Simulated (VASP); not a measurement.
Level of theory: PBE GGA, VASP's PBE PAW potentials (set 64) (plane waves; VASP 6.6.1).

The input files of a VASP run:

INCAR:
```
SYSTEM=Cu
PREC=Accurate; ENCUT=300; LREAL=.FALSE.
LASPH=.TRUE.
EDIFF=1E-6; NELM=100; ALGO=Normal
LMAXMIX=4
ISMEAR=-1; SIGMA=0.1
GGA=PE
ISIF=2
LWAVE=.FALSE.; LCHARG=.FALSE.
```

### POSCAR
```
Cu
1.0
  0.0000000000   1.7887150000   1.7887150000
  1.7887150000   0.0000000000   1.7887150000
  1.7887150000   1.7887150000   0.0000000000
Cu
1
direct
  0.0000000000   0.0000000000   0.0000000000
```

**KPOINTS**
```
Automatic mesh
0
Gamma
13 13 13
0 0 0
```

POTCAR, in this order: Cu (PBE.64 set). Program: vasp_std.

At this cut-off the stress carries a Pulay error, which pulls relaxed volumes low. Gaps are read on the run's mesh, which can miss a band edge.

Problem. Predict the energy per atom (σ→0), pressure, band gap (on the k-mesh).

Solution. 
```yaml
energy per atom (σ→0): -3.717 eV/atom
band gap (on the k-mesh): none (metal, semimetal or under 0.01 eV)
pressure: 4.34 GPa
```

### OSZICAR
```
...
DAV:   6    -0.407582564168E+01    0.56557E+00   -0.16494E+01  1599   0.894E+01    0.372E+00
DAV:   7    -0.373438343692E+01    0.34144E+00   -0.24811E+00  1606   0.343E+01    0.595E-01
DAV:   8    -0.372282455221E+01    0.11559E-01   -0.45016E-03  1659   0.104E+00    0.288E-01
DAV:   9    -0.372134817726E+01    0.14764E-02   -0.10073E-02  1676   0.205E+00    0.270E-02
DAV:  10    -0.372135336521E+01   -0.51879E-05   -0.29765E-05  2196   0.995E-02    0.851E-03
DAV:  11    -0.372135204346E+01    0.13218E-05   -0.10304E-06  1092   0.206E-02    0.240E-04
DAV:  12    -0.372135211989E+01   -0.76437E-07   -0.38424E-08   852   0.224E-03
   1 F= -.37213521E+01 E0= -.37167949E+01  d E =-.911444E-02
```

The structure comes from a computed database's Cu entry; how it stands against other phases isn't given here. The cell was not relaxed at this level. The run is one of a series of settings (KPOINTS 13×13×13 Γ-centred mesh against the base run), some of them coarse on purpose.
